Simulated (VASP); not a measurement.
Calculation: AM05 GGA, VASP's PBE PAW potentials (set 64) (plane waves; VASP).

Input for VASP

INCAR:
```
SYSTEM = NaI
PREC = Accurate
ENCUT = 520
EDIFF = 1E-7
NELM = 100
ALGO = Normal
LREAL = .FALSE.
LASPH = .TRUE.
ISMEAR = 0
SIGMA = 0.05
GGA = AM
LMAXMIX = 4
LWAVE = .FALSE.
LCHARG = .FALSE.
LORBIT = 11
ICHARG = 11
```

### POSCAR
```
NaI
4.600520
  0.0000000000   0.7071067876   0.7071067876
  0.7071067876   0.0000000000   0.7071067876
  0.7071067876   0.7071067876   0.0000000000
Na I
1 1
direct
  0.0000000000   0.0000000000   0.0000000000
  0.5000000000   0.5000000000   0.5000000000
```

File KPOINTS:
```
k-points along high-symmetry lines
15
Line-mode
Reciprocal
  0.000000   0.000000   0.000000 ! GAMMA
  0.500000   0.000000   0.500000 ! X

  0.500000   0.000000   0.500000 ! X
  0.625000   0.250000   0.625000 ! U

  0.375000   0.375000   0.750000 ! K
  0.000000   0.000000   0.000000 ! GAMMA

  0.000000   0.000000   0.000000 ! GAMMA
  0.500000   0.500000   0.500000 ! L

  0.500000   0.500000   0.500000 ! L
  0.500000   0.250000   0.750000 ! W

  0.500000   0.250000   0.750000 ! W
  0.500000   0.000000   0.500000 ! X
```

POTCAR, in this order: Na_pv I (PBE.64 set). Program: vasp_std. Read from the step before: CHGCAR.

What VASP printed:

**OSZICAR**
```
       N       E                     dE             d eps       ncg     rms          rms(c)
DAV:   1     0.748437574571E+02    0.74844E+02   -0.68143E+03  1988   0.113E+03
DAV:   2     0.162548612877E+01   -0.73218E+02   -0.69029E+02  2135   0.229E+02
DAV:   3    -0.469930076459E+01   -0.63248E+01   -0.62851E+01  2389   0.675E+01
DAV:   4    -0.488501423967E+01   -0.18571E+00   -0.18559E+00  2431   0.121E+01
DAV:   5    -0.488990699964E+01   -0.48928E-02   -0.48924E-02  2318   0.203E+00
DAV:   6    -0.489014505850E+01   -0.23806E-03   -0.23806E-03  2853   0.435E-01
DAV:   7    -0.489014826277E+01   -0.32043E-05   -0.32043E-05  2395   0.384E-02
DAV:   8    -0.489014838211E+01   -0.11934E-06   -0.11932E-06  2133   0.657E-03
DAV:   9    -0.489014838528E+01   -0.31744E-08   -0.31547E-08  1565   0.135E-03
   1 F= -.48901484E+01 E0= -.48901484E+01  d E =-.304535E-13
```

### OUTCAR
```
 val. band max:        0.6997505819   @ k =   0.0000   0.0000   0.0000

 cond. band min:       4.3311589163   @ k =   0.0000   0.0000   0.0000



 k-point     1 :       0.0000    0.0000    0.0000
  band No.  band energies     occupation
      1     -21.6465      2.00000
      2     -21.6465      2.00000
      3     -21.6465      2.00000
      4     -10.3030      2.00000
      5       0.6997      2.00000
      6       0.6997      2.00000
      7       0.6998      2.00000
      8       4.3312      0.00000
      9       8.6518      0.00000
     10       8.6518      0.00000
     11       8.6518      0.00000

 k-point     2 :       0.0357    0.0000    0.0357
  band No.  band energies     occupation
      1     -21.6465      2.00000
      2     -21.6465      2.00000
      3     -21.6465      2.00000
      4     -10.2984      2.00000
      5       0.6546      2.00000
      6       0.6890      2.00000
      7       0.6890      2.00000
      8       4.3967      0.00000
      9       8.5749      0.00000
     10       8.6811      0.00000
     11       8.6811      0.00000

 k-point     3 :       0.0714    0.0000    0.0714
  band No.  band energies     occupation
      1     -21.6467      2.00000
      2     -21.6466      2.00000
      3     -21.6466      2.00000
      4     -10.2848      2.00000
      5       0.5297      2.00000
      6       0.6576      2.00000
      7       0.6576      2.00000
      8       4.5813      0.00000
      9       8.3779      0.00000
     10       8.7678      0.00000
     11       8.7678      0.00000

 k-point     4 :       0.1071    0.0000    0.1071
  band No.  band energies     occupation
      1     -21.6470      2.00000
      2     -21.6466      2.00000
      3     -21.6466      2.00000
      4     -10.2629      2.00000
      5       0.3498      2.00000
      6       0.6080      2.00000
      7       0.6080      2.00000
      8       4.8552      0.00000
      9       8.1198      0.00000
     10       8.9085      0.00000
...
```

The density is held fixed in this step, so its total energy and stress have no physical meaning. Unless said otherwise, spin-orbit coupling is left out, though it shifts the bands of the heavy elements here.

The compound is NaI in the rock salt structure. It was relaxed first.
